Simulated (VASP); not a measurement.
Data:

```yaml
crystal:
  lattice:
    - [0.00000, 2.94165, 2.94165]
    - [2.94165, 0.00000, 2.94165]
    - [2.94165, 2.94165, 0.00000]
  atoms:
    - { symbol: Mg, position: [0.25000, 0.25000, 0.25000] }
    - { symbol: Mg, position: [0.75000, 0.75000, 0.75000] }
    - { symbol: Sn, position: [0.00000, 0.00000, 0.00000] }
```

Computed with PBE GGA, VASP's PBE PAW potentials (set 64) (plane waves; VASP). Settings: 500 eV cut-off, 9×9×9 Γ-centred mesh, first-order Methfessel-Paxton smearing of 0.10 eV, potentials Mg Sn_d.

Unless said otherwise, spin-orbit coupling is left out, though it shifts the bands of the heavy elements here.

Problem. Predict the energy per atom (σ→0), pressure, band gap (on the k-mesh) with the smallest direct gap where there is one.

Solution. 
The band gap (on the k-mesh) is none (metal, semimetal or under 0.01 eV). The energy per atom (σ→0) is -1580 meV/atom and the pressure is 448.6 kbar.

The compound is Mg2Sn in the antifluorite structure. It was relaxed first under an external pressure of 45 GPa.
